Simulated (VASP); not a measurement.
```yaml
crystal:
  lattice:
    - [4.19000, 0.00000, 0.00000]
    - [0.00000, 4.19000, 0.00000]
    - [0.00000, 0.00000, 4.19000]
  atoms:
    - { symbol: Ba, position: [0.00000, 0.00000, 0.00000] }
    - { symbol: Zr, position: [0.50000, 0.50000, 0.50000] }
    - { symbol: O, position: [0.50000, 0.00000, 0.50000] }
    - { symbol: O, position: [0.00000, 0.50000, 0.50000] }
    - { symbol: O, position: [0.50000, 0.50000, 0.00000] }
```

These are PBEsol GGA, VASP's PBE PAW potentials (set 64) (plane waves; VASP) values and carry that method's errors. Settings: 520 eV cut-off, 5×5×5 Γ-centred mesh, Gaussian smearing of 0.010 eV, potentials Ba_sv Zr_sv O.

Give the electronic dielectric tensor ε∞ (DFPT, local fields included).

```
4.98  0.00  0.00
0.00  4.98  0.00
0.00  0.00  4.98
```

Give the Born effective charges.

```json
[
 {"atom": "Ba1", "Z*xx": "2.74", "Z*yy": "2.74", "Z*zz": "2.74", "mean": "2.74"},
 {"atom": "Zr2", "Z*xx": "6.14", "Z*yy": "6.14", "Z*zz": "6.14", "mean": "6.14"},
 {"atom": "O3", "Z*xx": "-2.01", "Z*yy": "-4.87", "Z*zz": "-2.01", "mean": "-2.96"},
 {"atom": "O4", "Z*xx": "-4.87", "Z*yy": "-2.01", "Z*zz": "-2.01", "mean": "-2.96"},
 {"atom": "O5", "Z*xx": "-2.01", "Z*yy": "-2.01", "Z*zz": "-4.87", "mean": "-2.96"}
]
```

The compound is BaZrO3 in the cubic perovskite structure. The cell was not relaxed at this level.
